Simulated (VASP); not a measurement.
# Sb2Mo (P-3m1) in VASP: single point with PBE

Aim: the single point of Sb2Mo with PBE.

Program: VASP 6.6.1. These are calculated values, not measurements. Logs are shortened: lines on timing, memory, paths and dates and some standing lists are left out, and cuts for length are marked.

## Step 1: Starting point

The structure is trigonal, space group P-3m1 (No. 164). The conventional cell has a = 3.480 Å, b = 3.480 Å, c = 6.471 Å, α = 90.00°, β = 90.00°, γ = 120.00°. Mo (site symmetry -3m) is surrounded by 6 Sb at 2.75 Å. Sb (site symmetry 3m) is surrounded by 3 Mo at 2.75 Å.

The cell comes from a database or a generator and needn't be the stable form of this composition.

## Step 2: Single point, PBE

Input file INCAR:

```
PREC = Accurate
ENCUT = 520
EDIFF = 1E-6
ISMEAR = -1
SIGMA = 0.03
LREAL = False
LASPH = True
NELM = 100
ALGO = Fast
ISIF = 2
LWAVE = False
LCHARG = False
GGA = PE
NBANDS = 19
```

Input file KPOINTS:

```
Automatic mesh
0
Gamma
  12 12 7
```

Input file POSCAR:

```
Sb2Mo
1.0
    3.4801084287      0.0000000000      0.0000000000
   -1.7400542143      3.0138623072      0.0000000000
    0.0000000000      0.0000000000      6.4706450298
Mo Sb
1 2
Direct
    0.0000000000      0.0000000000      0.0000000000
    0.3333333333      0.6666666667      0.2912959530
    0.6666666667      0.3333333333      0.7087040470
```

Potentials or basis: VASP PAW PBE potentials, release 64 (Mo_sv, Sb).

Command:

```
$ cat potpaw_PBE.64/Mo_sv/POTCAR potpaw_PBE.64/Sb/POTCAR > POTCAR
$ mpirun -np 1 vasp_std > vasp.out
```

OUTCAR:

```text
PREC = Accurate
   ENCUT = 520
   EDIFF = 1E-6
   ISMEAR = -1
   LREAL = False
   LASPH = True
   NELM = 100
   ISIF = 2
   GGA = PE

 ion  position               nearest neighbor table
   1  0.000  0.000  0.000-   2 2.75   3 2.75   2 2.75   3 2.75   3 2.75   2 2.75
   2  0.333  0.667  0.291-   1 2.75   1 2.75   1 2.75   3 3.37   3 3.37   3 3.37
   3  0.667  0.333  0.709-   1 2.75   1 2.75   1 2.75   2 3.37   2 3.37   2 3.37

  LATTYP: Found a hexagonal cell.
 ALAT       =     3.4801084287
 C/A-ratio  =     1.8593228235

  Lattice vectors:

 A1 = (   3.4801084287,   0.0000000000,   0.0000000000)
 A2 = (  -1.7400542143,   3.0138623072,   0.0000000000)
 A3 = (   0.0000000000,   0.0000000000,   6.4706450298)

Analysis of symmetry for initial positions (statically):
=====================================================================
 Subroutine PRICEL returns:
 Original cell was already a primitive cell.

 Routine SETGRP: Setting up the symmetry group for a
 hexagonal supercell.

 Subroutine GETGRP returns: Found 12 space group operations
 (whereof 12 operations were pure point group operations)
 out of a pool of 24 trial point group operations.

The static configuration has the point symmetry D_3d.

Analysis of symmetry for dynamics (positions and initial velocities):
=====================================================================
 Subroutine PRICEL returns:
 Original cell was already a primitive cell.

 Routine SETGRP: Setting up the symmetry group for a
 hexagonal supercell.

 Subroutine GETGRP returns: Found 12 space group operations
 (whereof 12 operations were pure point group operations)
 out of a pool of 24 trial point group operations.

The dynamic configuration has the point symmetry D_3d.

 Subroutine INISYM returns: Found 12 space group operations
 (whereof 12 operations are pure point group operations),
 and found     1 'primitive' translations

----------------------------------------------------------------------------------------

                                     Primitive cell

  volume of cell :      67.8678

  direct lattice vectors                    reciprocal lattice vectors
     3.480108429  0.000000000  0.000000000     0.287347369  0.165900081  0.000000000
    -1.740054214  3.013862307  0.000000000     0.000000000  0.331800161  0.000000000
     0.000000000  0.000000000  6.470645030     0.000000000  0.000000000  0.154544098

  length of vectors
     3.480108429  3.480108429  6.470645030     0.331800161  0.331800161  0.154544098

  position of ions in fractional coordinates (direct lattice)
     0.000000000  0.000000000  0.000000000
     0.333333333  0.666666667  0.291295953
     0.666666667  0.333333333  0.708704047

  ion indices of the primitive-cell ions
   primitive index   ion index
                 1           1
                 2           2
                 3           3

----------------------------------------------------------------------------------------

 KPOINTS: Automatic mesh

Automatic generation of k-mesh.
 Grid dimensions read from file:
 generate k-points for:   12   12    7

 Generating k-lattice:

  Cartesian coordinates                     Fractional coordinates (reciprocal lattice)
     0.023945614  0.013825007  0.000000000     0.083333333  0.000000000  0.000000000
     0.000000000  0.027650013  0.000000000     0.000000000  0.083333333  0.000000000
     0.000000000  0.000000000  0.022077728     0.000000000  0.000000000  0.142857143

  Length of vectors
     0.027650013  0.027650013  0.022077728

  Shift w.r.t. Gamma in fractional coordinates (k-lattice)
     0.000000000  0.000000000  0.000000000

 Subroutine IBZKPT returns following result:
 ===========================================

 Found    112 irreducible k-points:

 Following reciprocal coordinates:
            Coordinates               Weight
  0.000000  0.000000  0.000000      1.000000
  0.083333  0.000000  0.000000      6.000000
  0.166667  0.000000  0.000000      6.000000
  0.250000 -0.000000  0.000000      6.000000
  0.333333  0.000000  0.000000      6.000000
  0.416667  0.000000  0.000000      6.000000
[... 16 lines left out ...]
  0.166667  0.000000  0.142857      6.000000
  0.000000  0.166667  0.142857      6.000000
 [... further k-points ...]
   k-points           NKPTS =    112   k-points in BZ     NKDIM =    112   number of bands    NBANDS=     19
   number of dos      NEDOS =    301   number of ions     NIONS =      3
   total plane-waves  NPLWV =  37632
   dimension x,y,z NGX =    28 NGY =   28 NGZ =   48
   dimension x,y,z NGXF=    56 NGYF=   56 NGZF=   96
   ions per type =               1   2
   NGX,Y,Z   is equivalent  to a cutoff of  13.38, 13.38, 12.33 a.u.
   NGXF,Y,Z  is equivalent  to a cutoff of  26.75, 26.75, 24.66 a.u.
 SYSTEM =  unknown system
   PREC   = accura    normal or accurate (medium, high low for compatibility)
   ISTART =      0    job   : 0-new  1-cont  2-samecut
   ICHARG =      2    charge: 1-file 2-atom 10-const
   ISPIN  =      1    spin polarized calculation?
   LNONCOLLINEAR =      F non collinear calculations
   LSORBIT =      F    spin-orbit coupling
   LASPH  =      T    aspherical Exc in radial PAW
   ENCUT  =  520.0 eV  38.22 Ry    6.18 a.u.   6.47  6.47 12.03*2*pi/ulx,y,z
   NELM   =    100;   NELMIN=  2; NELMDL= -5     # of ELM steps
   EDIFF  = 0.1E-05   stopping-criterion for ELM
   LREAL  =      F    real-space projection
   EDIFFG = 0.1E-04   stopping-criterion for IOM
   NSW    =      0    number of steps for IOM
   IBRION =     -1    ionic relax: 0-MD 1-quasi-New 2-CG
   NFREE  =      0    steps in history (QN), initial steepest desc. (CG)
   ISIF   =      2    stress and relaxation
   ISYM   =      2    0-nonsym 1-usesym 2-fastsym
   POTIM  = 0.5000    time-step for ionic-motion
   TEBEG  =    0.0;   TEEND  =   0.0 temperature during run
   PSTRESS=    0.0 pullay stress
   NELECT =      24.0000    total number of electrons
   NUPDOWN=      -1.0000    fix difference up-down
   EMIN   =  10.00;   EMAX   =-10.00  energy-range for DOS
   EFERMI =   0.00;   METHOD = LEGACY
   ISMEAR =    -1;   SIGMA  =   0.03  broadening in eV -4-tet -1-fermi 0-gaus
   EFERMI_NEDOS =   21; number of points for ismear=-14 and -15
   IALGO  =     68    algorithm
   IMIX   =      4    mixing-type and parameters
     AMIX     =   0.40;   BMIX     =  1.00
     AMIX_MAG =   1.60;   BMIX_MAG =  1.00
  volume/ion in A,a.u.               =      22.62       152.66
  Fermi-wavevector in a.u.,A,eV,Ry     =   1.157686  2.187709 18.235019  1.340236
  Thomas-Fermi vector in A             =   2.294295
   LORBIT       =      0    0 simple, 1 ext, 2 COOP (PROOUT), +10 PAW based schemes
   GGA     = PE    functional components
   LHFCALC =     F    Hartree Fock is set to
   AEXX    =    0.0000 exact exchange contribution
   IVDW    =     0    specifies the selected vdW correction
   LEPSILON=     F    determine dielectric tensor
   LRPA    =     F    only Hartree local field effects (RPA)
 non-spin polarized calculation
 RMM-DIIS sequential band-by-band and
  energy-cutoff  :      520.00
  volume of cell :       67.87
 maximum number of plane-waves:      1860
 NGX is ok and might be reduce to    28
   NGX = 13   NGY = 13   NGZ = 25

 number of electron      23.9999999 magnetization

 Free energy of the ion-electron system (eV)
  ---------------------------------------------------
  ext. energy  EPLUGINS =         0.00000000
  ---------------------------------------------------
  free energy    TOTEN  =       -18.82091064 eV

  energy without entropy =      -18.81774009  energy(sigma->0) =      -18.81932537

 E-fermi :   9.4792     XC(G=0): -11.0164

 val. band max:        9.4566471592   @ k =   0.2500   0.0833   0.1429
 cond. band min:       9.4947527655   @ k =   0.5000  -0.0000   0.2857
 fundamental gap:      0.0381056063
 Fermi energy:         9.4791887743

 k-point     1 :       0.0000    0.0000    0.0000
  band No.  band energies     occupation
      1     -51.3263      2.00000
      2     -25.4283      2.00000
      3     -25.4043      2.00000
      4     -25.4043      2.00000
      5      -2.7761      2.00000
      6      -0.2638      2.00000
[... 11 lines left out ...]
     18      16.3177      0.00000
     19      17.5445      0.00000

 k-point     2 :       0.0833    0.0000    0.0000
  band No.  band energies     occupation
      1     -51.3256      2.00000
      2     -25.4263      2.00000
      3     -25.4138      2.00000
      4     -25.4065      2.00000
      5      -2.6601      2.00000
      6      -0.1967      2.00000
[... 11 lines left out ...]
     18      16.9185      0.00000
     19      17.5784      0.00000

 k-point     3 :       0.1667    0.0000    0.0000
  band No.  band energies     occupation
      1     -51.3235      2.00000
      2     -25.4397      2.00000
      3     -25.4208      2.00000
      4     -25.4126      2.00000
      5      -2.3161      2.00000
      6      -0.0022      2.00000
[... 11 lines left out ...]
     18      16.4019      0.00000
     19      17.7517      0.00000

 k-point     4 :       0.2500   -0.0000    0.0000
  band No.  band energies     occupation
      1     -51.3207      2.00000
      2     -25.4749      2.00000
      3     -25.4210      2.00000
      4     -25.4133      2.00000
      5      -1.7583      2.00000
      6       0.2928      2.00000
[... 11 lines left out ...]
     18      15.7885      0.00000
     19      16.7068      0.00000

 k-point     5 :       0.3333    0.0000    0.0000
  band No.  band energies     occupation
      1     -51.3179      2.00000
      2     -25.5099      2.00000
      3     -25.4293      2.00000
      4     -25.4058      2.00000
      5      -1.0187      2.00000
      6       0.6192      2.00000
[... 11 lines left out ...]
     18      15.5347      0.00000
     19      16.3366      0.00000
[... 334 lines left out ...]
      2     -25.4263      2.00000
      3     -25.4138      2.00000
      4     -25.4065      2.00000
      5      -2.5902      2.00000
      6      -0.4078      2.00000
[... 11 lines left out ...]
     18      16.9215      0.00000
     19      17.9790      0.00000

 k-point    22 :       0.0000    0.0833    0.1429
  band No.  band energies     occupation
      1     -51.3256      2.00000
      2     -25.4263      2.00000
      3     -25.4138      2.00000
      4     -25.4065      2.00000
      5      -2.5911      2.00000
      6      -0.4046      2.00000
[... 11 lines left out ...]
     18      16.9588      0.00000
     19      17.4294      0.00000

 k-point    23 :       0.1667    0.0000    0.1429
  band No.  band energies     occupation
      1     -51.3235      2.00000
      2     -25.4397      2.00000
      3     -25.4208      2.00000
      4     -25.4126      2.00000
      5      -2.2474      2.00000
      6      -0.1960      2.00000
[... 11 lines left out ...]
     18      16.6994      0.00000
     19      17.6886      0.00000

 k-point    24 :       0.0000    0.1667    0.1429
  band No.  band energies     occupation
      1     -51.3235      2.00000
      2     -25.4397      2.00000
      3     -25.4208      2.00000
      4     -25.4126      2.00000
      5      -2.2548      2.00000
      6      -0.1695      2.00000
[... 11 lines left out ...]
     18      16.1052      0.00000
     19      17.0504      0.00000

 [... further k-points ...]
[... 5 lines left out ...]
  --------------------------------------------------------------------------------------
  -------------------------------------------------------------------------------------
  Total       -0.0524220     -0.0524220     -0.0685120     -0.0000000     -0.0000000      0.0000000
  in kB       -1.2375438     -1.2375438     -1.6173849     -0.0000000     -0.0000000      0.0000000
  external PRESSURE =      -1.3641575 kB  Pullay stress =       0.0000000 kB

 VOLUME and BASIS-vectors are now :
 -----------------------------------------------------------------------------
  energy-cutoff  :      520.00
  volume of cell :       67.87
      direct lattice vectors                 reciprocal lattice vectors
     3.480108429  0.000000000  0.000000000     0.287347369  0.165900081  0.000000000
    -1.740054214  3.013862307  0.000000000     0.000000000  0.331800161  0.000000000
     0.000000000  0.000000000  6.470645030     0.000000000  0.000000000  0.154544098

 POSITION                                       TOTAL-FORCE (eV/Angst)
 -----------------------------------------------------------------------------------
      0.00000      0.00000      0.00000        -0.000000     -0.000000      0.000000
     -0.00000      2.00924      1.88487        -0.000000      0.000000      0.002011
      1.74005      1.00462      4.58577         0.000000     -0.000000     -0.002011
 -----------------------------------------------------------------------------------
    total drift:                               -0.000000     -0.000000      0.000000

  FREE ENERGIE OF THE ION-ELECTRON SYSTEM (eV)
  ---------------------------------------------------
  free  energy   TOTEN  =       -18.8209106429 eV

  energy  without entropy=      -18.8177400912  energy(sigma->0) =      -18.81932537
```

It took 2 min on 1 thread of Intel Xeon Platinum 8259CL at 2.50GHz (Skylake/Cascade Lake), shared host; peak memory 0.29 GiB.

Results:

```yaml
Free_energy: -18.8209 eV
Pressure: -0.1 GPa
Band_gap_on_the_k_mesh: none (metal or under the smearing width)
```

Forces in eV/Å, atoms in the order of the input:
```
Mo   0.000  0.000  0.000
Sb   0.000  0.000  0.002
Sb   0.000  0.000 -0.002
```

Levels at points of the mesh, in eV from the Fermi level:
```tsv
k point	band 8	band 9	band 10	band 11	band 12	band 13	band 14	band 15	band 16	band 17
(0.00, 0.00, 0.00)	-1.59	-1.59	-1.21	-0.21	-0.21	2.14	3.92	3.92	4.70	4.70
(0.50, 0.00, 0.00)	-3.75	-2.95	-2.13	-1.68	-0.54	0.33	1.21	1.54	3.02	5.22
```

The run has no spin-orbit coupling, so splittings on Sb are missing.
